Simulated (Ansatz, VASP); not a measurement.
# Ge: VASP beside Ansatz, part 3 of 3

Wanted: the spread between two codes on one cell, functional and k mesh. Of the first pair: The structure shown is frame 250 of Ansatz's trajectory.

VASP 6.6.1 and Ansatz 0.2.0.

So far. Step 6 (VASP: single point, LDA, pair 2): The run ends at a pressure of -1.37 GPa, with forces up to 2.8 eV/Å.

### Step 9. VASP: single point, LDA, pair 3

Level of this step: LDA; plane waves and PAW (Ge_d) (VASP).

The same cell, functional (in two slightly different forms), mesh and smearing now go to VASP, with its own data sets.

Contents of INCAR:

```
SYSTEM = Ge
PREC = Accurate
ENCUT = 410
EDIFF = 1E-06
NELM = 120
ISMEAR = -1
SIGMA = 0.106
LREAL = Auto
ALGO = Normal
GGA = PW92
NBANDS = 392
LORBIT = 11
LWAVE = .FALSE.
LCHARG = .FALSE.
ISIF = 2
LASPH = .TRUE.
GGA_COMPAT = .FALSE.
NCORE = 2
```

Contents of POSCAR:

```
Ge
1.0
   10.0446390000      0.0000000000      0.0000000000
    0.0000000000     10.0446390000      0.0000000000
    0.0000000000      0.0000000000     10.0446390000
Ge
48
Direct
    0.6678985676      0.0164327459      0.1880206944
    0.9826535329      0.4012787319      0.3495894676
    0.7554278456      0.5340958495      0.4839098747
    0.1524693919      0.9293614235      0.4747208934
    0.4299507429      0.8824209611      0.2018788331
    0.3351539065      0.2833252644      0.3238742577
    0.1519218361      0.2109383921      0.9033674580
    0.3965797078      0.4434206147      0.0561255611
    0.9628021475      0.7480308650      0.4719333368
    0.1800861136      0.1611904619      0.1796342308
    0.6897410649      0.9553692273      0.8821820276
    0.7182736980      0.7001944022      0.9580633012
    0.2454045387      0.6203408604      0.5278537138
    0.9104397878      0.3820744578      0.0050137193
    0.3710934758      0.3105736304      0.7309371696
    0.3383894633      0.5314277596      0.8096059998
    0.1695332207      0.8286808515      0.7103291617
    0.9527370770      0.2917078453      0.7185723648
    0.4244552741      0.0472391293      0.7696742511
    0.8182573809      0.9119889724      0.3931948177
    0.3230579018      0.0982115933      0.5087191287
    0.7301705915      0.6575447858      0.2123321704
    0.2028246112      0.6587593641      0.9361511150
    0.9347573367      0.1260373817      0.5044979715
    0.9604426799      0.6411678907      0.8531914387
    0.1341412071      0.6350750883      0.3013249157
    0.8903356308      0.9221137763      0.6754747483
    0.3648413845      0.0369710649      0.0112000043
    0.9775065087      0.8113919276      0.1215833640
    0.3777437895      0.6047404989      0.2564253429
    0.7159839194      0.2766152173      0.5625090160
    0.1668651307      0.3599133827      0.5599603928
    0.1692245983      0.9203615979      0.2407453369
    0.7208521879      0.7474833093      0.6743099478
    0.6405606015      0.5481232327      0.7783057211
    0.4612012438      0.7253421452      0.0172430288
    0.8979118115      0.0845625214      0.9533482488
    0.9480817578      0.5148617088      0.6348859327
    0.6181904596      0.0312704120      0.5308005594
    0.5344542497      0.7096521836      0.4201246058
    0.4355258561      0.8102531111      0.7156653415
    0.6972774233      0.4124886917      0.1476409456
    0.9317247738      0.2137159932      0.2109184810
    0.4479404387      0.4600165322      0.5109093517
    0.1490407968      0.9399840054      0.9339111142
    0.6113509903      0.2084196356      0.7754683867
    0.5491984331      0.2361160018      0.0357006359
    0.5784279554      0.2616918338      0.3010959378
```

Contents of KPOINTS:

```
Automatic mesh
0
Gamma
1 1 1
0 0 0
```

The projector-augmented-wave data sets are Ge_d (LDA family, release 64).

The run is started by

```bash
> mpirun -np 8 vasp_gam
```

Numbers of over 12 decimals in the logs are rounded to 6 here.

Output:

```text
[... set-up lines as in an earlier step ...]
 entering main loop
       N       E                     dE             d eps       ncg     rms          rms(c)
DAV:   1     0.127070041163E+05    0.12707E+05   -0.23623E+05   816   0.486E+03
DAV:   2     0.294647093481E+04   -0.97605E+04   -0.93879E+04   784   0.109E+03
DAV:   3     0.350369702003E+03   -0.25961E+04   -0.24934E+04   784   0.304E+02
DAV:   4    -0.174761719785E+03   -0.52513E+03   -0.48105E+03   888   0.128E+02
[...]
DAV:  17    -0.231410081436E+03   -0.14488E-05   -0.20937E-05  1072   0.358E-02    0.175E-03
DAV:  18    -0.231410084142E+03   -0.27056E-05   -0.27608E-05   672   0.229E-02    0.217E-03
DAV:  19    -0.231410084018E+03    0.12384E-06   -0.76111E-07   424   0.142E-02
   1 F= -.23141008E+03 E0= -.23106265E+03  d E =-.694859E+00
```

OUTCAR, selected parts (step 9):

```text
  Total      -19.8196901    -12.4991419    -18.0835332      5.6624615      4.2750461      0.1050072
  in kB      -31.3331778    -19.7600383    -28.5884673      8.9518511      6.7584699      0.1660071
  external PRESSURE =     -26.5605611 kB  Pullay stress =       0.0000000 kB

 POSITION                                       TOTAL-FORCE (eV/Angst)
 -----------------------------------------------------------------------------------
      6.70880      0.16506      1.88860         0.124583     -0.083704      0.430168
      9.87040      4.03070      3.51150         0.168469      1.018944      0.625567
      7.58800      5.36480      4.86070         0.102731     -0.522944     -0.268582
      1.53150      9.33510      4.76840        -0.608790      0.420536      1.069224
      4.31870      8.86360      2.02780         0.183763      0.205831      1.128392
      3.36650      2.84590      3.25320        -0.169755      0.605933      0.438744
      1.52600      2.11880      9.07400        -0.165006      0.207057      0.237938
      3.98350      4.45400      0.56376        -0.173344      0.051952      0.068685
      9.67100      7.51370      4.74040         0.510148     -0.844389     -0.213917
      1.80890      1.61910      1.80436        -0.206861      0.609289     -0.393317
      6.92820      9.59634      8.86120        -0.203542     -0.119669      0.024443
      7.21480      7.03320      9.62340         0.170219      0.496505      0.063475
      2.46500      6.23110      5.30210        -0.370905      0.200787      0.902223
      9.14504      3.83780      0.05036         0.412538      0.086229     -0.224803
[...]
-----------------------------------------------------------------------------------
    total drift:                               -0.011802     -0.013735     -0.000227

  FREE ENERGIE OF THE ION-ELECTRON SYSTEM (eV)
  ---------------------------------------------------
  free  energy   TOTEN  =      -231.4100840181 eV

  energy  without entropy=     -230.7152254834  energy(sigma->0) =     -231.06265475

[... 1 part as in an earlier step ...]

[... 2 further parts left out ...]
[key lines of the parts left out:]
E-fermi :   5.5378
```

The run ends at a pressure of -2.66 GPa, with forces up to 2.4 eV/Å.

### Step 10. Comparison

Forces on 8 of the 48 atoms, those with the largest forces and the largest differences (eV/Å; atoms numbered as in POSCAR):

| atom | Ansatz x, y, z | VASP x, y, z |
| --- | --- | --- |
| Ge4 | -0.610, 0.418, 1.062 | -0.609, 0.421, 1.069 |
| Ge16 | 1.453, -0.575, -0.859 | 1.468, -0.580, -0.867 |
| Ge18 | -0.232, -1.226, 0.823 | -0.228, -1.237, 0.835 |
| Ge20 | -0.992, 1.056, -0.805 | -1.001, 1.062, -0.814 |
| Ge23 | -1.435, 0.926, 1.628 | -1.447, 0.938, 1.641 |
| Ge26 | -0.729, -0.435, -1.075 | -0.738, -0.438, -1.077 |
| Ge35 | -0.529, -1.076, 0.144 | -0.537, -1.092, 0.143 |
| Ge48 | 0.679, -1.046, 0.797 | 0.684, -1.053, 0.804 |

The forces differ by 5.5 meV/Å r.m.s., which is 1.0 % of the r.m.s. force of 0.555 eV/Å (both taken over all components).

### Step 11. Summary of results

| Property | Result |
| --- | --- |
| r.m.s. force difference (single point, LDA, pair 1) | 0.99 % of the r.m.s. force |
| r.m.s. force difference (single point, LDA, pair 2) | 0.89 % of the r.m.s. force |
| r.m.s. force difference (single point, LDA, pair 3) | 0.99 % of the r.m.s. force |

In words: The r.m.s. force difference is 0.99 % of the r.m.s. force (single point, LDA, pair 3), within the 3 % picked in this series as the mark of a large difference. Such differences can come from data sets, numerical settings and the points named under the comparisons, not from the functional's error against experiment.

[Lines on the potential files, build, host, timing and source positions are cut from VASP's logs without a mark.]

[Logs are printed without paths, hosts, clocks, repeated set-up lines and the standing remarks that a program may print on its own settings, such as how far it seeks lower states.]

[Hosts, paths, dates, database ids (printed as entryN), source tags and the programs' standing remarks are cut or masked in the printed files.]
